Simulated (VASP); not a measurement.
Method: PBEsol GGA, VASP's PBE PAW potentials (set 64) (plane waves; VASP).

VASP ran on this input.

**POSCAR**
```
Nb
1.0
  0.0000000000   2.8993782717   2.8993782717
  2.8993782717   0.0000000000   2.8993782717
  2.8993782717   2.8993782717   0.0000000000
Nb
2
Direct
  0.7500000000   0.7500000000   0.7500000000
  0.5000000000   0.5000000000   0.5000000000
```

KPOINTS:
```
K-points
0
Gamma
 10 10 10
0 0 0
```

**INCAR**
```
SYSTEM  =  Nb
PREC  =  Accurate; ENCUT  =  400; LREAL  =  .FALSE.
LASPH  =  .TRUE.
EDIFF  =  1E-6; NELM  =  100; ALGO  =  Normal
LMAXMIX  =  4
ISMEAR  =  1; SIGMA  =  0.1
GGA  =  PS
IBRION  =  2; NSW  =  60; ISIF  =  3
EDIFFG  =  -0.01
LWAVE  =  .FALSE.; LCHARG  =  .FALSE.
```

POTCAR, in this order: Nb_sv (PBE.64 set). Program: vasp_std.

What VASP printed:

OSZICAR:
```
       N       E                     dE             d eps       ncg     rms          rms(c)
DAV:   1     0.246439802760E+03    0.24644E+03   -0.13756E+04  1662   0.129E+03
DAV:   2     0.198450445508E+01   -0.24446E+03   -0.24159E+03  2085   0.503E+02
DAV:   3    -0.158562796385E+02   -0.17841E+02   -0.17334E+02  3073   0.934E+01
DAV:   4    -0.166476998488E+02   -0.79142E+00   -0.77958E+00  2031   0.188E+01
DAV:   5    -0.167113554312E+02   -0.63656E-01   -0.63472E-01  2880   0.433E+00    0.923E+00
DAV:   6    -0.165573381961E+02    0.15402E+00   -0.52907E-01  2301   0.721E+00    0.403E+00
DAV:   7    -0.165631162378E+02   -0.57780E-02   -0.13663E-01  2804   0.381E+00    0.121E+00
DAV:   8    -0.165690838242E+02   -0.59676E-02   -0.32595E-02  2476   0.154E+00    0.208E-01
DAV:   9    -0.165688432463E+02    0.24058E-03   -0.29661E-03  2321   0.377E-01    0.173E-01
DAV:  10    -0.165689240668E+02   -0.80821E-04   -0.43745E-04  1935   0.245E-01    0.166E-02
DAV:  11    -0.165689246243E+02   -0.55757E-06   -0.32826E-05  2499   0.354E-02    0.473E-03
DAV:  12    -0.165689238193E+02    0.80500E-06   -0.19094E-06  1475   0.165E-02
   1 F= -.16568924E+02 E0= -.16568703E+02  d E =-.165689E+02
```

### OUTCAR
```
------------------------ aborting loop because EDIFF is reached ----------------------------------------
  FORCE on cell =-STRESS in cart. coord.  units (eV):
  Direction    XX          YY          ZZ          XY          YZ          ZX
  --------------------------------------------------------------------------------------
  Total       -0.0065463     -0.0065463     -0.0065463      0.0000000      0.0000000      0.0000000
  in kB       -0.2151591     -0.2151591     -0.2151591      0.0000000      0.0000000      0.0000000
  external PRESSURE =      -0.2151591 kB  Pullay stress =       0.0000000 kB
  volume of cell :       48.75
      direct lattice vectors                 reciprocal lattice vectors
     0.000000000  2.899378272  2.899378272    -0.172450765  0.172450765  0.172450765
     2.899378272  0.000000000  2.899378272     0.172450765 -0.172450765  0.172450765
     2.899378272  2.899378272  0.000000000     0.172450765  0.172450765 -0.172450765
 POSITION                                       TOTAL-FORCE (eV/Angst)
 -----------------------------------------------------------------------------------
      4.34907      4.34907      4.34907         0.000000     -0.000000      0.000000
      2.89938      2.89938      2.89938        -0.000000      0.000000      0.000000
 -----------------------------------------------------------------------------------
    total drift:                                0.000000      0.000000      0.000000
  FREE ENERGIE OF THE ION-ELECTRON SYSTEM (eV)
  ---------------------------------------------------
  free  energy   TOTEN  =       -16.5689238193 eV

  energy  without entropy=      -16.5682622271  energy(sigma->0) =      -16.56870329

 reached required accuracy - stopping structural energy minimisation
```
(Selected blocks of OUTCAR.)

The structure was generated: Nb was put into the diamond type (Fd-3m), which need not be its known phase. It was relaxed first. The start is the result of an earlier pass.
